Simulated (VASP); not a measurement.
An input for Quantum ESPRESSO's pw.x (written as the equivalent of a VASP run, and not itself run):

```
&CONTROL
  calculation = 'scf'
  pseudo_dir = './pseudo'
  outdir = './out'
  tprnfor = .true.
  tstress = .true.
/
&SYSTEM
  ibrav = 0
  nat = 4
  ntyp = 3
  ecutwfc = 90
  occupations = 'smearing'
  smearing = 'gaussian'
  degauss = 0.003675
  input_dft = 'pbe'
  nspin = 2
  starting_magnetization(1) = 0.4
  starting_magnetization(2) = -0.4
/
&ELECTRONS
  conv_thr = 7.3e-08
  electron_maxstep = 100
/
ATOMIC_SPECIES
  Fe1 55.845 Fe.upf
  Fe2 55.845 Fe.upf
  O 15.999 O.upf
CELL_PARAMETERS angstrom
     4.3300000    2.1650000    2.1650000
     2.1650000    4.3300000    2.1650000
     2.1650000    2.1650000    4.3300000
ATOMIC_POSITIONS crystal
  Fe1  0.0000000  0.0000000  0.0000000
  Fe2  0.5000000  0.5000000  0.5000000
  O    0.2500000  0.2500000  0.2500000
  O    0.7500000  0.7500000  0.7500000
K_POINTS automatic
  6 6 6 0 0 0
```

Q: Translate this input to VASP (INCAR, KPOINTS, POSCAR, choice of POTCAR).

A: This is not unique; one that fits is 
File POSCAR:
```
FeO
1
    4.3300000000     2.1650000000     2.1650000000
    2.1650000000     4.3300000000     2.1650000000
    2.1650000000     2.1650000000     4.3300000000
Fe O
2 2
Direct
  0.0000000000   0.0000000000   0.0000000000
  0.5000000000   0.5000000000   0.5000000000
  0.2500000000   0.2500000000   0.2500000000
  0.7500000000   0.7500000000   0.7500000000
```

File KPOINTS:
```
Automatic mesh
0
Gamma
6 6 6
0 0 0
```

### INCAR
```
SYSTEM = FeO
PREC = Accurate
ENCUT = 520
EDIFF = 1E-6
NELM = 100
ALGO = Normal
LREAL = .FALSE.
LASPH = .TRUE.
ISMEAR = 0
SIGMA = 0.05
GGA = PE
LMAXMIX = 4
ISPIN = 2
MAGMOM = 4.0 -4.0 0.0 0.0
LORBIT = 10
LWAVE = .FALSE.
LCHARG = .FALSE.
ISIF = 2
```

POTCAR, in this order: Fe O (PBE.64 set). Program: vasp_std.

Limits of the translation: the potentials are each code's own (VASP's PAW set, PseudoDojo norm-conserving files in pw.x), so ENCUT and ecutwfc are chosen apart and not converted; conv_thr bounds pw.x's estimated SCF error, while EDIFF bounds the energy change between steps; starting_magnetization is a fraction of the valence charge and MAGMOM a moment in μB, so they match only roughly.

The compound is FeO in the rock salt, AFM-II order structure. The cell was not relaxed at this level. The k-mesh is coarse (spacing up to 0.40 per Å, 2π included), so the numbers may not be converged in it.
